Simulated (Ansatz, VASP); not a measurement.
## Cross-check of BN (4H polytype (invented)) between VASP and Ansatz

Wanted: the spread between two codes on one cell, functional and k mesh. The cell is generated by rule, not measured, and may not be a known phase. The cell is taken from a series of runs on this material, whose earlier steps may have relaxed, scaled, displaced or heated it; both programs get it as it stands.

Calculated with Ansatz 0.2.0; plane waves, with VASP 6.6.1 beside it; relaxation of cell and atoms at r2SCAN.

## 1. Set-up

Symmetry: P6_3mc, No. 186, hexagonal system. The conventional cell has a = 2.547 Å, b = 2.547 Å, c = 8.373 Å, α = 90.00°, β = 90.00°, γ = 120.00°. Nearest to B lie 4 N at 1.56 to 1.58 Å. B has 4 N at 1.56 Å nearest. Nearest to N lie 4 B at 1.56 to 1.58 Å. Nearest to N lie 4 B at 1.56 Å. Farther neighbours and most contacts between anions are not listed.

Structure file:

```
B N
1.0
     2.54731    0.00000    0.00000
    -1.27365    2.20603    0.00000
     0.00000    0.00000    8.37313
B N
4 4
Cartesian
  1.2737 0.7353 8.3705
  0.0000 0.0000 2.0965
  0.0000 1.4707 4.1839
  0.0000 0.0000 6.2831
  1.2737 0.7353 1.5736
  0.0000 0.0000 3.6590
  0.0000 1.4707 5.7602
  0.0000 0.0000 7.8456
```

## 2. Ansatz: relaxation of cell and atoms, r2SCAN

Ansatz runs on its PAW soft_1 files.

The relaxed volume is the usual yardstick between codes: in a stiff, nearly cubic crystal its relative difference is about their pressure difference at one cell divided by the bulk modulus.

File input.yaml:

```yaml
crystal:
  lattice:
    - [2.5473061581, 0.0, 0.0]
    - [-1.2736530791, 2.2060318442, 0.0]
    - [0.0, 0.0, 8.3731281622]
  atoms:
    - { symbol: B, position: [0.6666666667, 0.3333333333, -0.0003135113] }
    - { symbol: B, position: [0.0, 0.0, 0.2503837391] }
    - { symbol: B, position: [0.3333333333, 0.6666666667, 0.4996864887] }
    - { symbol: B, position: [0.0, 0.0, 0.7503837391] }
    - { symbol: "N", position: [0.6666666667, 0.3333333333, 0.1879354465] }
    - { symbol: "N", position: [0.0, 0.0, 0.4369943258] }
    - { symbol: "N", position: [0.3333333333, 0.6666666667, 0.6879354465] }
    - { symbol: "N", position: [0.0, 0.0, 0.9369943258] }
kpoints:
  mp_grid: { grid: [9, 9, 4] }
hamiltonian:
  xc: r2scan
  pseudopotentials: { kind: paw, azcp: { folder: soft_1 } }
scf:
  occupations: { method: fixed }
output:
  forces: true
  stress: true
  eigenvalues: true
basis:
  ecutwfc: 600.0
relax:
  adjacent_minimum: "off"
  f_tol: 0.001
  max_steps: 60
  cell: { stress_tol: 0.01 }
```

Started as:

```sh
> ansatz run input.yaml --threads 4 --pin off --max-ram 10240MiB --backend cpu --events-out ev --progress --plain --runs-dir out
```

Numbers of over 12 decimals in the logs are rounded to 6 here.

What it wrote:

```text
Engine: ansatz 0.2.0, x86_64-unknown-linux-gnu
Pseudopotentials: kind: paw
Pseudopotential: B, paw, valence charge 3, recommended cutoff 500 eV (meta_gga), soft_1/B.paw.azcp
Pseudopotential: N, paw, valence charge 5, recommended cutoff 500 eV (meta_gga), soft_1/N.paw.azcp
Functional definition: r2SCAN
  parameter k0 = 0.174
  parameter k1 = 0.065
  parameter a1 = 4.9479
  exchange = r2scan_x(k0 = k0, k1 = k1, a1 = a1)
  correlation = r2scan_c
Crystal: 8 atoms, lattice volume = 47.052 Å³
Basis set: ecut = 600 eV, 1569 PW (Γ), exchange–correlation on 96×96×288 points (64 copies of the dense FFT grid, shifted against one another)
Bands: 24, of which v1, the nominal top of the filled ones, is band 16 counted from 1 (15 counted from 0)
Symmetry: 12 space group operations
Space group: P63mc (ITA 186), of the structure as read, at distance tolerance 3.6e-5 Å
k-points: 36 of 324 (time reversal used)
Non-local potential: B, projectors of the file, l = 0: 2, l = 1: 2, l = 2: 1
Non-local potential: N, projectors of the file, l = 0: 2, l = 1: 2, l = 2: 1
PAW form: soft (Blöchl's): semilocal exchange-correlation on the pseudo side does not see the compensation charge
PAW frozen core: B, regenerated for the run's functional (the file was generated under x = pbe(κ = 0.804, μ = 0.219515), c = pbe(β = 0.066725))
PAW frozen core: N, regenerated for the run's functional (the file was generated under x = pbe(κ = 0.804, μ = 0.219515), c = pbe(β = 0.066725))
PAW one-centre angular grid: B, 302 points (default); XC on 223 of its mesh's 2233 points in the sphere
PAW one-centre angular grid: N, 302 points (default); XC on 160 Gauss nodes
Initial density: superposition of atomic densities (chi_scale 0.1, normalization cell, long waves kept (reshape's long-wave potential 0.00 eV rms))
Initial wavefunctions: pseudopotential atomic-orbital guess
Functional: x = r2scan, c = r2scan; τ floored in thin density (d = 2e-4 eV/Å³)
SCF iter   1: F=—  HF=-2176.995753 eV  |F-HF|=—  |Δ(HF+E_count)|=         —  Δρ=1.46e-1  dr2=8.06e0  dr2_τ=1.97e0  ethr=3.10e-3  ⟨swp⟩=5.2  Hψ=3740  notcnv=0  defer=202
preconditioner: auto → none  [insulator: Δε(μ)=7.061 eV  Ē_g=19.404 eV  n_scr=6 (ndim 8)  ℏωp=30.6 eV  f_vac=0.000  ε∞_Penn≈3.5]
SCF iter   2: F=—  HF=-2175.843509 eV  |F-HF|=—  |Δ(HF+E_count)|=    1.15e0  Δρ=6.10e-2  dr2=8.63e-1  dr2_τ=2.31e-1  ethr=3.10e-3  ⟨swp⟩=2.8  Hψ=1988  notcnv=0  defer=201
SCF iter   3: F=—  HF=-2175.953488 eV  |F-HF|=—  |Δ(HF+E_count)|=   1.10e-1  Δρ=2.52e-2  dr2=1.57e-1  dr2_τ=1.12e-2  ethr=2.70e-3  ⟨swp⟩=3.0  Hψ=1381  notcnv=0  defer=206
SCF iter   4: F=—  HF=-2175.979406 eV  |F-HF|=—  |Δ(HF+E_count)|=   2.59e-2  Δρ=1.88e-3  dr2=6.58e-4  dr2_τ=1.05e-4  ethr=4.91e-4  ⟨swp⟩=3.0  Hψ=1429  notcnv=0  defer=210
SCF iter   5: F=—  HF=-2175.979806 eV  |F-HF|=—  |Δ(HF+E_count)|=   4.00e-4  Δρ=3.34e-4  dr2=5.27e-5  dr2_τ=3.70e-6  ethr=2.06e-6  ⟨swp⟩=2.0  Hψ=1281  notcnv=0  defer=214
SCF iter   6: F=—  HF=-2175.979801 eV  |F-HF|=—  |Δ(HF+E_count)|=   4.80e-6  Δρ=1.09e-4  dr2=3.50e-6  dr2_τ=3.45e-7  ethr=1.65e-7  ⟨swp⟩=2.3  Hψ=1311  notcnv=0  defer=198
SCF iter   7: F=-2175.979803 eV  HF=-2175.979803 eV  |F-HF|=1.49e-7  |Δ(HF+E_count)|=   1.89e-6  Δρ=2.58e-5  dr2=7.87e-8  dr2_τ=9.97e-9  ethr=3.13e-10  ⟨swp⟩=10.9  Hψ=5474  notcnv=0
SCF 1 converged in 7 iterations: F = -2175.979803 eV  dr2 = 7.87e-8
  greatest PAW one-centre occupation: 0.801 electrons in one spin orbital (limit 2), on the N atom at site 7 (counted from 0), in its partial waves of l = 0
relax step   1: F+E_penalty+E_count = -2175.97980297 eV  Δ(F+E_penalty+E_count) = +0.000e0 eV  max|allowed force component| = 2.401e-3 eV/Å  Δτ_max = 0.0000 Å  P = +0.001 GPa  Ω = 47.052 Å³  (7 SCF iters, dr2 threshold 1.00e-7 eV, accepted)
[...]
relax step   2: F+E_penalty+E_count = -2175.97980308 eV  Δ(F+E_penalty+E_count) = -1.160e-7 eV  max|allowed force component| = 9.713e-4 eV/Å  Δτ_max = 0.0000 Å  P = +0.002 GPa  Ω = 47.052 Å³  energy of the carried Pulay correction = -4.892e-8 eV  (4 SCF iters, dr2 threshold 3.60e-10 eV, accepted)
[...]
relax step   3: F+E_penalty+E_count = -2175.97980308 eV  Δ(F+E_penalty+E_count) = -5.457e-11 eV  max|allowed force component| = 9.734e-4 eV/Å  Δτ_max = 0.0000 Å  P = +0.002 GPa  Ω = 47.052 Å³  stress off target by 6.50e-3 GPa  SCF on the basis re-selected at this cell (its energy is not comparable with the rows above)  (4 SCF iters)
basis re-selected at this cell: Δ(F+E_penalty+E_count) = -5.457e-11 eV, ΔP = +0.000 GPa vs the last step (what re-selecting the basis moved, of the pressure what is left beyond the Pulay correction that the steps carried, after the strain that the cell walked since its last selection, with what the two solves' SCF thresholds leave and, on support functions, any second-order correction that the steps lacked; it is no  [...]
SCF converged after 4 iterations
Free energy (F): -2175.979803 eV
Harris-Foulkes:  -2175.979803 eV  (|F-HF|=1.36e-12)
Internal energy: -2175.979803 eV  (E = F + TS)
E sigma→0 (E₀):  -2175.979803 eV
Fermi energy:    11.140881 eV
--- Per-component energies (eV) ---
  E_band       = 88.752190
  E_kinetic    = 736.889561
  E_local      = -635.845976  (includes V_loc(G=0)·N_el)
  E_nonlocal   = 166.433691
  E_hartree    = 198.665450
  E_xc         = -368.054618
  E_vxc        = -506.708435  (∫ρ·V_xc dr)
  E_paw        = -839.342844  (= ΣΔE_a)
  E_vpaw       = -96.982339  (= ΣTr[D̂ρ^β])
  E_aug_tail   = 0.000101  (compensation charges beyond the density's cutoff)
  E_vtau       = 27.634688  (kinetic-family band-sum trace: ∫τ·v_τ [+ j·A + Jᵃ·Aᵃ] dr)
  E_ewald      = -1434.533139
  E_core_change = -0.192028  (= ΣΔE_core)
  E_smearing   = -0.000000  (= −TS)
  E_closure    = 0.000000  (closes the sum)
  Σ components = -2175.979803   (vs F -2175.979803, Δ=0.00e0)
--- Forces (eV/Å), atoms counted from 1 ---
  atom   1  B      0.00000000     0.00000000    -0.00026556
  atom   2  B     -0.00000000    -0.00000000     0.00096270
  atom   3  B     -0.00000000    -0.00000000    -0.00026556
  atom   4  B      0.00000000     0.00000000     0.00096270
  atom   5  N      0.00000000    -0.00000000     0.00007641
  atom   6  N      0.00000000     0.00000000    -0.00081617
  atom   7  N     -0.00000000     0.00000000     0.00007641
  atom   8  N     -0.00000000    -0.00000000    -0.00081617
  max |Σ_I F_I| component: 8.52e-5 eV/Å
--- Stress (GPa, compression-positive) ---
        0.005792      -0.000000      -0.000000
       -0.000000       0.005792       0.000000
       -0.000000       0.000000      -0.006497
  P = ⅓ Tr σ = 0.0017 GPa (0.017 kbar)
--- Band table (eV; the first three rows and the last of 36) ---
  k-point 0: bands = [... 12 lower, 10.0003, 11.0092, 11.1409, 11.1409, 20.4872, 20.4872, 20.6368, 21.1756, ... 4 higher]
  k-point 1: bands = [... 12 lower, 10.3639, 10.4564, 11.0353, 11.0353, 20.6240, 20.6240, 20.8334, 21.1673, ... 4 higher]
  k-point 2: bands = [... 12 lower, 10.7510, 10.7510, 10.7510, 10.7510, 20.9800, 20.9800, 20.9800, 20.9800, ... 4 higher]
  k-point 35: bands = [... 12 lower, 6.9888, 6.9888, 7.1950, 7.1950, 18.5651, 18.5651, 23.1374, 23.1374, ... 4 higher]
--- Relaxed structure (2 steps of the walk, 2 accepted, 1 SCFs on fresh bases) ---
  F+E_penalty+E_count = -2175.97980308 eV   max|allowed force component| = 9.734e-4 eV/Å   (the final SCF, on the basis selected at the relaxed cell)
  cell:  # Å, volume = 47.0524 Å³
    - [2.547298, 2.8867405061990225e-11, 0]
    - [-1.273649, 2.206025, 0]
    - [0.0, 0, 8.373197]
  atoms:
    - { symbol: B, position: [0.666667, 0.333333, -0.000314772] }
    - { symbol: B, position: [0, 0, 0.250387] }
    - { symbol: B, position: [0.333333, 0.666667, 0.499685] }
    - { symbol: B, position: [0, 0, 0.750387] }
    - { symbol: N, position: [0.666667, 0.333333, 0.187935] }
    - { symbol: N, position: [0, 0, 0.436992] }
    - { symbol: N, position: [0.333333, 0.666667, 0.687935] }
    - { symbol: N, position: [0, 0, 0.936992] }
```

[end of part 1 of 2]

[Lines on the potential files, build, host, timing and source positions are cut from VASP's logs without a mark.]

[Logs are printed without paths, hosts, clocks, repeated set-up lines and the standing remarks that a program may print on its own settings, such as how far it seeks lower states.]

[Hosts, paths, dates, database ids (printed as entryN), source tags and the programs' standing remarks are cut or masked in the printed files.]
